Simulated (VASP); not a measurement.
# ZrGaC5 (P4/mmm) in VASP: notebook, part 2 of 2

VASP 6.6.1. Earlier steps stand in the parts before.

### 3 Single point, PBE (species swapped into the YbIn5Rh type (P4/mmm, No. 123))

INCAR

```
SYSTEM = ZrGaC5
PREC = Accurate
ENCUT = 520
EDIFF = 1E-6
ISMEAR = 0
SIGMA = 0.1
LREAL = .FALSE.
LASPH = .TRUE.
NELM = 60
ALGO = Normal
ISIF = 2
LWAVE = .FALSE.
LCHARG = .FALSE.
GGA = PE
NBANDS = 32
```

KPOINTS

```
Automatic mesh
0
G
  6 6 4
  0 0 0
```

POSCAR

```
ZrGaC5
1.0
    3.1695845316      0.0000000000      0.0000000000
    0.0000000000      3.1695845316      0.0000000000
    0.0000000000      0.0000000000      7.0023999196
Zr Ga C
1 1 5
Direct
    0.0000000000      0.0000000000      0.0000000000
    0.0000000000      0.0000000000      0.5000000000
    0.5000000000      0.5000000000      0.0000000000
    0.5000000000      0.0000000000      0.2743370785
    0.0000000000      0.5000000000      0.2743370785
    0.5000000000      0.0000000000      0.7256629215
    0.0000000000      0.5000000000      0.7256629215
```

Potentials or basis: VASP PAW PBE potentials, release 64 (Zr_sv, Ga_d, C).

Command:

```console
$ cat potpaw_PBE.64/Zr_sv/POTCAR potpaw_PBE.64/Ga_d/POTCAR potpaw_PBE.64/C/POTCAR > POTCAR
$ mpirun -np 1 vasp_std > vasp.out
```

OUTCAR:

```text
SYSTEM = ZrGaC5
   PREC = Accurate
   ENCUT = 520
   EDIFF = 1E-6
   ISMEAR = 0
   LREAL = .FALSE.
   LASPH = .TRUE.
   NELM = 60
   ISIF = 2
   GGA = PE

 ion  position               nearest neighbor table
   1  0.000  0.000  0.000-   3 2.24   3 2.24   3 2.24   3 2.24   7 2.49   4 2.49   5 2.49   7 2.49
                             5 2.49   4 2.49   6 2.49   6 2.49
   2  0.000  0.000  0.500-   4 2.24   5 2.24   6 2.24   7 2.24   5 2.24   7 2.24   4 2.24   6 2.24

   3  0.500  0.500  0.000-   1 2.24   1 2.24   1 2.24   1 2.24
[... 1056 lines left out ...]
  Total        0.1990876      0.1990876      0.0743921      0.0000000      0.0000000      0.0000000
  in kB        4.5342253      4.5342253      1.6942835      0.0000000      0.0000000      0.0000000
  external PRESSURE =       3.5875780 kB  Pullay stress =       0.0000000 kB

 VOLUME and BASIS-vectors are now :
 -----------------------------------------------------------------------------
  energy-cutoff  :      520.00
  volume of cell :       70.35
      direct lattice vectors                 reciprocal lattice vectors
     3.169584532  0.000000000  0.000000000     0.315498763  0.000000000  0.000000000
     0.000000000  3.169584532  0.000000000     0.000000000  0.315498763  0.000000000
     0.000000000  0.000000000  7.002399920     0.000000000  0.000000000  0.142808182

 POSITION                                       TOTAL-FORCE (eV/Angst)
 -----------------------------------------------------------------------------------
      0.00000      0.00000      0.00000         0.000000      0.000000      0.000000
      0.00000      0.00000      3.50120         0.000000      0.000000      0.000000
      1.58479      1.58479      0.00000         0.000000      0.000000      0.000000
      1.58479      0.00000      1.92102        -0.000000      0.000000     -0.011489
      0.00000      1.58479      1.92102        -0.000000      0.000000     -0.011489
      1.58479      0.00000      5.08138         0.000000      0.000000      0.011489
      0.00000      1.58479      5.08138         0.000000     -0.000000      0.011489
 -----------------------------------------------------------------------------------
    total drift:                                0.000000     -0.000000      0.000000

  FREE ENERGIE OF THE ION-ELECTRON SYSTEM (eV)
  ---------------------------------------------------
  free  energy   TOTEN  =       -43.4233814170 eV

  energy  without entropy=      -43.4096974296  energy(sigma->0) =      -43.41653942
```

stdout:

```text
POSCAR found type information on POSCAR ZrGaC
 POSCAR found :  3 types and       7 ions
 scaLAPACK will be used
 LDA part: xc-table for (Slater+PW92), standard interpolation
 POSCAR, INCAR and KPOINTS ok, starting setup
 FFT: planning ... GRIDC
 FFT: planning ... GRID_SOFT
 FFT: planning ... GRID
 WAVECAR not read
 entering main loop
```

Run time: 35 s. Hardware: 1 thread of Intel Xeon 6975P-C (Granite Rapids), shared host; peak memory 0.2 GiB.

Results:

```yaml
Free_energy: -43.4234 eV
Pressure: 0.4 GPa
Largest_force: 0.011 eV/Å
Band_gap_on_the_k_mesh: none (metal or under the smearing width)
```

Forces in eV/Å, atoms in the order of the input:
```
Zr   0.000  0.000  0.000
Ga   0.000  0.000  0.000
C    0.000  0.000  0.000
C    0.000  0.000 -0.011
C    0.000  0.000 -0.011
C    0.000  0.000  0.011
C    0.000  0.000  0.011
```

Levels at points of the mesh, in eV from the Fermi level:
```
           k point  band 18  band 19  band 20  band 21  band 22  band 23  band 24  band 25  band 26  band 27
(0.00, 0.00, 0.00)    -3.46    -3.18    -3.18    -1.77     0.03     0.03     1.74     2.51     3.63     3.94
(0.50, 0.00, 0.00)    -2.61    -2.47    -1.28    -1.05    -0.86     0.49     0.51     0.97     1.03     1.12
(0.50, 0.50, 0.00)    -4.46    -3.68    -3.68    -1.70    -1.70     0.67     0.84     0.84     1.06     5.07
(0.00, 0.00, 0.50)    -2.83    -2.83    -2.56    -1.23     0.25     0.25     0.82     0.96     3.55     3.55
(0.50, 0.00, 0.50)    -4.01    -1.63    -0.50     0.01     0.09     0.32     0.69     0.82     1.04     1.23
(0.50, 0.50, 0.50)    -4.05    -3.94    -3.94    -2.16    -2.16     0.55     2.19     2.19     2.25     4.36
```

### 4 Relaxation of cell and atoms, PBE (species swapped into the YbIn5Rh type (P4/mmm, No. 123))

INCAR

```
SYSTEM = ZrGaC5
  ALGO = Normal
  EDIFF = 1E-7
  EDIFFG = -0.04
  ENCUT = 600
  GGA = PE
  IBRION = 2
  ISIF = 3
  ISMEAR = 0
  LASPH = .True.
  LCHARG = .False.
  LREAL = .False.
  LWAVE = .False.
  NELM = 60
  NSW = 90
  PREC = Accurate
  SIGMA = 0.1
```

KPOINTS

```
k-points
0
Gamma
  6 6 4
  0 0 0
```

POSCAR

```
ZrGaC5
1.0
    3.1534886807      0.0000000000      0.0000000000
    0.0000000000      3.1534886807      0.0000000000
    0.0000000000      0.0000000000      7.0549022318
Zr Ga C
1 1 5
Direct
    0.0000000000      0.0000000000      0.0000000000
    0.0000000000      0.0000000000      0.5000000000
    0.5000000000      0.5000000000      0.0000000000
    0.5000000000      0.0000000000      0.2747171748
    0.0000000000      0.5000000000      0.2747171748
    0.5000000000      0.0000000000      0.7252828252
    0.0000000000      0.5000000000      0.7252828252
```

Command:

```console
$ cat potpaw_PBE.64/Zr_sv/POTCAR potpaw_PBE.64/Ga_d/POTCAR potpaw_PBE.64/C/POTCAR > POTCAR
$ mpirun -np 1 vasp_std > vasp.out
```

Wall time 2.4 min (1 thread of Intel Xeon 6975P-C (Granite Rapids), shared host); peak memory 0.25 GiB.

It converged, with:

```
Free energy                            : -43.4247 eV
Relaxed volume                         : 10.06 Å³/atom
Relaxed cell                           : a = 3.173 Å, b = 3.173 Å, c = 6.991 Å, α = 90.00°, β = 90.00°, γ = 90.00°
Space group after relaxing (to 0.05 Å) : P4/mmm (No. 123)
Energy gained by relaxing              : 1.1 meV/atom
Ionic steps                            : 4
Pressure after relaxing                : 0.1 GPa
Largest force after relaxing           : 0.008 eV/Å
Band gap on the k mesh                 : none (metal or under the smearing width)
```

Forces in eV/Å, atoms in the order of the input:
```
Zr   0.000  0.000  0.000
Ga   0.000  0.000  0.000
C    0.000  0.000  0.000
C    0.000  0.000 -0.008
C    0.000  0.000 -0.008
C    0.000  0.000  0.008
C    0.000  0.000  0.008
```

Stress tensor (GPa, compression positive):
```
-0.07  0.00  0.00
 0.00 -0.07  0.00
 0.00  0.00  0.51
```

Step by step:
| step | energy change (eV) | largest force (eV/Å) | pressure (GPa) | volume (Å³) |
| --- | --- | --- | --- | --- |
| 1 | 0.0000 | 0.0308 | 0.83 | 70.16 |
| 2 | -0.0067 | 0.0226 | -0.56 | 70.68 |
| 3 | -0.0068 | 0.0214 | -0.72 | 70.74 |
| 4 | -0.0077 | 0.0080 | 0.13 | 70.40 |

Final structure:
```cif
data_structure
_symmetry_space_group_name_H-M 'P 1'
_symmetry_Int_Tables_number 1
_cell_length_a 3.1733
_cell_length_b 3.1733
_cell_length_c 6.9911
_cell_angle_alpha 90.000
_cell_angle_beta 90.000
_cell_angle_gamma 90.000
_cell_volume 70.40
loop_
_atom_site_label
_atom_site_type_symbol
_atom_site_fract_x
_atom_site_fract_y
_atom_site_fract_z
_atom_site_occupancy
Zr1 Zr 0.00000 0.00000 0.00000 1
Ga1 Ga 0.00000 0.00000 0.50000 1
C1 C 0.50000 0.50000 0.00000 1
C2 C 0.50000 0.00000 0.27428 1
C3 C 0.00000 0.50000 0.27428 1
C4 C 0.50000 0.00000 0.72572 1
C5 C 0.00000 0.50000 0.72572 1
```

Levels at points of the mesh, in eV from the Fermi level:
| k point | band 19 | band 20 | band 21 | band 22 | band 23 | band 24 | band 25 | band 26 |
| --- | --- | --- | --- | --- | --- | --- | --- | --- |
| (0.00, 0.00, 0.00) | -3.19 | -3.19 | -1.77 | 0.03 | 0.03 | 1.74 | 2.53 | 3.62 |
| (0.50, 0.00, 0.00) | -2.45 | -1.27 | -1.06 | -0.87 | 0.49 | 0.49 | 0.95 | 1.03 |
| (0.50, 0.50, 0.00) | -3.68 | -3.68 | -1.69 | -1.69 | 0.68 | 0.85 | 0.85 | 1.09 |
| (0.00, 0.00, 0.50) | -2.83 | -2.52 | -1.22 | 0.25 | 0.25 | 0.82 | 0.99 | 3.55 |
| (0.50, 0.00, 0.50) | -1.65 | -0.47 | 0.00 | 0.10 | 0.31 | 0.67 | 0.80 | 1.03 |
| (0.50, 0.50, 0.50) | -3.94 | -3.94 | -2.16 | -2.16 | 0.57 | 2.21 | 2.21 | 2.27 |

### 5 Overview

| task | cell | k mesh | cutoff (eV) | gap on the mesh (eV) | pressure (GPa) | largest force (eV/Å) |
| --- | --- | --- | --- | --- | --- | --- |
| single point | species swapped into the YbIn5Rh type (P4/mmm, No. 123) | 12 × 12 × 6 | 520 | none | 0.3 | 0.01 |
| single point | species swapped into the YbIn5Rh type (P4/mmm, No. 123) | 6 × 6 × 4 | 520 | none | 0.4 | 0.01 |
| relaxation of cell and atoms | relaxed from: species swapped into the YbIn5Rh type (P4/mmm, No. 123) | 6 × 6 × 4 | 600 | none | 0.1 | 0.01 |

Alike in all rows: level PBE; potentials or basis VASP PAW PBE potentials, release 64 (Zr_sv, Ga_d, C); no spin polarisation; smearing gaussian 0.1 eV.

Absolute energies hang on the potentials; compare differences alone.
